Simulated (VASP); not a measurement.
All values below come from LDA (Ceperley-Alder, Perdew-Zunger), VASP's LDA PAW potentials (set 64) (plane waves; VASP).

A VASP calculation is set up with these files.

**KPOINTS**
```
Automatic mesh
0
Gamma
10 10 4
0 0 0
```

INCAR:
```
! general
SYSTEM   = BN
PREC     = Accurate
ENCUT    = 520
LREAL    = .False.
LASPH    = .True.

! electronic loop
EDIFF    = 1E-8
NELM     = 100
ALGO     = Normal

! smearing
ISMEAR   = 0
SIGMA    = 0.01

! ions
IBRION   = 8
NSW      = 1

! output
LWAVE    = .False.
LCHARG   = .False.

! other
LEPSILON = .True.
```

POSCAR:
```
BN
1
    1.2453450389    -2.1570012629     0.0000000000
    1.2453450389     2.1570012629     0.0000000000
    0.0000000000     0.0000000000     6.4613566291
B N
2 2
Direct
  0.3333330000   0.6666670000   0.2500000000
  0.6666670000   0.3333330000   0.7500000000
  0.6666670000   0.3333330000   0.2500000000
  0.3333330000   0.6666670000   0.7500000000
```

POTCAR, in this order: B N (LDA.64 set). Program: vasp_std.

The resulting files:

OUTCAR:
```


 HEAD OF MICROSCOPIC STATIC DIELECTRIC TENSOR (INDEPENDENT PARTICLE, excluding Hartree and local field effects)
 ------------------------------------------------------
           5.075148     0.000000     0.000000
           0.000000     5.075150     0.000000
           0.000000     0.000000     3.246657
 ------------------------------------------------------

 MACROSCOPIC STATIC DIELECTRIC TENSOR (including local field effects in DFT)
 ------------------------------------------------------
           4.924383     0.000000     0.000000
          -0.000000     4.924385     0.000000
           0.000000     0.000000     2.886216
 ------------------------------------------------------

 PIEZOELECTRIC TENSOR (including local field effects)  for field in x, y, z        (e  Angst)
          XX          YY          ZZ          XY          YZ          ZX
  --------------------------------------------------------------------------------
  x     0.00000     0.00000     0.00000     0.00000     0.00000     0.00000
  y     0.00000     0.00000     0.00000     0.00000     0.00000     0.00000
  z     0.00000     0.00000     0.00000     0.00000     0.00000     0.00000

 PIEZOELECTRIC TENSOR (including local field effects)  for field in x, y, z        (C/m^2)
          XX          YY          ZZ          XY          YZ          ZX
  --------------------------------------------------------------------------------
  x     0.00000     0.00000     0.00000     0.00000     0.00000     0.00000
  y     0.00000     0.00000     0.00000     0.00000     0.00000     0.00000
  z     0.00000     0.00000     0.00000     0.00000     0.00000     0.00000

 BORN EFFECTIVE CHARGES (including local field effects) (in |e|, cummulative output)
 ---------------------------------------------------------------------------------
 ion    1
    1     2.70560     0.00000     0.00000
    2     0.00000     2.70561     0.00000
    3     0.00000    -0.00000     0.82064
 ion    2
    1     2.70560     0.00000     0.00000
    2     0.00000     2.70561     0.00000
    3     0.00000     0.00000     0.82064
 ion    3
    1    -2.70560     0.00000     0.00000
    2     0.00000    -2.70561     0.00000
    3    -0.00000    -0.00000    -0.82064
 ion    4
    1    -2.70560     0.00000     0.00000
    2     0.00000    -2.70561     0.00000
    3    -0.00000     0.00000    -0.82064

   1 f  =   41.325188 THz   259.653812 2PiTHz 1378.459881 cm-1   170.907166 meV

   2 f  =   41.325180 THz   259.653765 2PiTHz 1378.459636 cm-1   170.907136 meV

   3 f  =   41.320423 THz   259.623874 2PiTHz 1378.300945 cm-1   170.887461 meV

   4 f  =   41.320415 THz   259.623827 2PiTHz 1378.300700 cm-1   170.887430 meV

   5 f  =   24.314855 THz   152.774741 2PiTHz  811.056266 cm-1   100.558116 meV

   6 f  =   22.484953 THz   141.277124 2PiTHz  750.017286 cm-1    92.990250 meV

   7 f  =    3.425585 THz    21.523583 2PiTHz  114.265204 cm-1    14.167073 meV

   8 f  =    1.521624 THz     9.560644 2PiTHz   50.755903 cm-1     6.292927 meV

   9 f  =    1.521623 THz     9.560642 2PiTHz   50.755894 cm-1     6.292926 meV

  10 f/i=    0.001312 THz     0.008247 2PiTHz    0.043779 cm-1     0.005428 meV

  11 f/i=    0.001312 THz     0.008247 2PiTHz    0.043780 cm-1     0.005428 meV

  12 f/i=    0.003245 THz     0.020387 2PiTHz    0.108234 cm-1     0.013419 meV

 MACROSCOPIC STATIC DIELECTRIC TENSOR IONIC CONTRIBUTION
 ------------------------------------------------------
           1.790342     0.000000     0.000000
           0.000000     1.790342     0.000000
           0.000000     0.000000     0.556352
 ------------------------------------------------------

 ELASTIC MODULI CONTR FROM IONIC RELAXATION (kBar)
 Direction    XX          YY          ZZ          XY          YZ          ZX
 --------------------------------------------------------------------------------
 XX        -458.8597    458.8598      0.0000      0.0000      0.0000      0.0000
 YY         458.8598   -458.8600     -0.0000     -0.0000     -0.0000      0.0000
 ZZ           0.0000     -0.0000     -0.0000      0.0000     -0.0000      0.0000
 XY           0.0000     -0.0000      0.0000   -458.8598      0.0000      0.0000
 YZ           0.0000     -0.0000     -0.0000      0.0000     -0.0000      0.0000
 ZX           0.0000      0.0000      0.0000      0.0000      0.0000      0.0000
 --------------------------------------------------------------------------------

 PIEZOELECTRIC TENSOR IONIC CONTR  for field in x, y, z        (C/m^2)
          XX          YY          ZZ          XY          YZ          ZX
  --------------------------------------------------------------------------------
  x     0.00000    -0.00000    -0.00000    -0.00000    -0.00000     0.00000
  y     0.00000     0.00000    -0.00000     0.00000     0.00000     0.00000
  z     0.00000    -0.00000    -0.00000     0.00000    -0.00000     0.00000
```
(Selected blocks of OUTCAR.)

### OUTCAR
```
 val. band max:        2.5079039924   @ k =   0.3000   0.3000   0.0000

 cond. band min:       6.5068542396   @ k =   0.5000  -0.0000   0.0000


 Fermi energy:         2.5665294192

 k-point     1 :       0.0000    0.0000    0.0000
  band No.  band energies     occupation
      1     -15.2711      2.00000
      2     -14.8873      2.00000
      3      -4.0916      2.00000
      4      -1.5871      2.00000
      5       1.1219      2.00000
      6       1.1220      2.00000
      7       1.1701      2.00000
      8       1.1702      2.00000
      9       7.5787      0.00000
     10      12.8776      0.00000
     11      13.9970      0.00000
     12      14.0716      0.00000

 k-point     2 :       0.1000   -0.0000    0.0000
  band No.  band energies     occupation
      1     -15.0724      2.00000
      2     -14.6971      2.00000
      3      -3.8172      2.00000
      4      -1.3438      2.00000
      5       0.3418      2.00000
      6       0.3872      2.00000
      7       0.7472      2.00000
      8       0.8027      2.00000
      9       7.9244      0.00000
     10      12.7201      0.00000
     11      13.7990      0.00000
     12      14.0687      0.00000

 k-point     3 :       0.2000   -0.0000    0.0000
  band No.  band energies     occupation
      1     -14.4914      2.00000
      2     -14.1423      2.00000
      3      -3.0080      2.00000
      4      -1.5370      2.00000
      5      -1.4710      2.00000
      6      -0.6367      2.00000
      7      -0.0926      2.00000
      8      -0.0248      2.00000
      9       8.8124      0.00000
     10      12.0134      0.00000
     11      12.8505      0.00000
     12      13.3393      0.00000

 k-point     4 :       0.3000   -0.0000    0.0000
  band No.  band energies     occupation
      1     -13.5883      2.00000
      2     -13.2877      2.00000
      3      -3.7457      2.00000
      4      -3.6457      2.00000
      5      -1.7210      2.00000
      6      -0.9442      2.00000
...
```

The compound is BN in the hex structure. It was relaxed first.
